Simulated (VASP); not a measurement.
Data:

```yaml
crystal:
  lattice:
    - [0.00000, 2.26000, 2.26000]
    - [2.26000, 0.00000, 2.26000]
    - [2.26000, 2.26000, 0.00000]
  atoms:
    - { symbol: Ga, position: [0.00000, 0.00000, 0.00000] }
    - { symbol: N, position: [0.25000, 0.25000, 0.25000] }
```

These are G0W0 on PBE orbitals, VASP's PBE PAW potentials (set 64) (plane waves; VASP) values and carry that method's errors. Numerical set-up: PREC = Normal, 500 eV cut-off, 4×4×4 Γ-centred mesh, Gaussian smearing of 0.010 eV, potentials Ga_d_GW N_GW_new.

The mesh is coarse and the basis finite, so the quasiparticle values are not converged.

NBANDS = 160, ENCUTGW = 200 eV, NOMEGA = 64. The PBE levels (eV) that the step starts from are:

```csv
state,KS energy,filling
"k1 (0.00, 0.00, 0.00), band 6",-7.54,2
"k1 (0.00, 0.00, 0.00), band 7",5.69,2
"k1 (0.00, 0.00, 0.00), band 8",5.69,2
"k1 (0.00, 0.00, 0.00), band 9",5.69,2
"k1 (0.00, 0.00, 0.00), band 10",7.34,0
"k1 (0.00, 0.00, 0.00), band 11",15.89,0
"k1 (0.00, 0.00, 0.00), band 12",15.89,0
"k1 (0.00, 0.00, 0.00), band 13",15.89,0
"k2 (0.25, 0.00, 0.00), band 6",-7.46,2
"k2 (0.25, 0.00, 0.00), band 7",1.83,2
"k2 (0.25, 0.00, 0.00), band 8",5.17,2
"k2 (0.25, 0.00, 0.00), band 9",5.17,2
"k2 (0.25, 0.00, 0.00), band 10",9.68,0
"k2 (0.25, 0.00, 0.00), band 11",14.39,0
"k2 (0.25, 0.00, 0.00), band 12",16.34,0
"k2 (0.25, 0.00, 0.00), band 13",16.34,0
"k3 (0.50, 0.00, 0.00), band 6",-6.26,2
"k3 (0.50, 0.00, 0.00), band 7",-1.32,2
"k3 (0.50, 0.00, 0.00), band 8",4.72,2
"k3 (0.50, 0.00, 0.00), band 9",4.72,2
"k3 (0.50, 0.00, 0.00), band 10",10.24,0
"k3 (0.50, 0.00, 0.00), band 11",14.36,0
"k3 (0.50, 0.00, 0.00), band 12",15.95,0
"k3 (0.50, 0.00, 0.00), band 13",15.95,0
```

Question: Give the quasiparticle energies and renormalisation factors Z.

Answer: 
| state | QP energy (eV) | Z |
|---|---|---|
| k1 (0.00, 0.00, 0.00), band 6 | -10.28 | 0.72 |
| k1 (0.00, 0.00, 0.00), band 7 | 5.00 | 0.74 |
| k1 (0.00, 0.00, 0.00), band 8 | 5.00 | 0.74 |
| k1 (0.00, 0.00, 0.00), band 9 | 5.00 | 0.74 |
| k1 (0.00, 0.00, 0.00), band 10 | 7.74 | 0.77 |
| k1 (0.00, 0.00, 0.00), band 11 | 16.38 | 0.77 |
| k1 (0.00, 0.00, 0.00), band 12 | 16.38 | 0.77 |
| k1 (0.00, 0.00, 0.00), band 13 | 16.38 | 0.77 |
| k2 (0.25, 0.00, 0.00), band 6 | -9.88 | 0.71 |
| k2 (0.25, 0.00, 0.00), band 7 | 0.93 | 0.73 |
| k2 (0.25, 0.00, 0.00), band 8 | 4.44 | 0.74 |
| k2 (0.25, 0.00, 0.00), band 9 | 4.44 | 0.74 |
| k2 (0.25, 0.00, 0.00), band 10 | 10.17 | 0.76 |
| k2 (0.25, 0.00, 0.00), band 11 | 14.94 | 0.75 |
| k2 (0.25, 0.00, 0.00), band 12 | 16.83 | 0.76 |
| k2 (0.25, 0.00, 0.00), band 13 | 16.83 | 0.76 |
| k3 (0.50, 0.00, 0.00), band 6 | -8.30 | 0.71 |
| k3 (0.50, 0.00, 0.00), band 7 | -2.28 | 0.71 |
| k3 (0.50, 0.00, 0.00), band 8 | 3.96 | 0.74 |
| k3 (0.50, 0.00, 0.00), band 9 | 3.96 | 0.74 |
| k3 (0.50, 0.00, 0.00), band 10 | 10.75 | 0.77 |
| k3 (0.50, 0.00, 0.00), band 11 | 14.90 | 0.72 |
| k3 (0.50, 0.00, 0.00), band 12 | 16.37 | 0.77 |
| k3 (0.50, 0.00, 0.00), band 13 | 16.37 | 0.77 |
On the mesh the gap opens from 1.65 to 2.74 eV.

The compound is GaN in the zinc blende structure, a metastable form; wurtzite is the usual one. The cell was not relaxed at this level. The k-mesh is coarse (spacing up to 0.60 per Å, 2π included), so the numbers may not be converged in it.
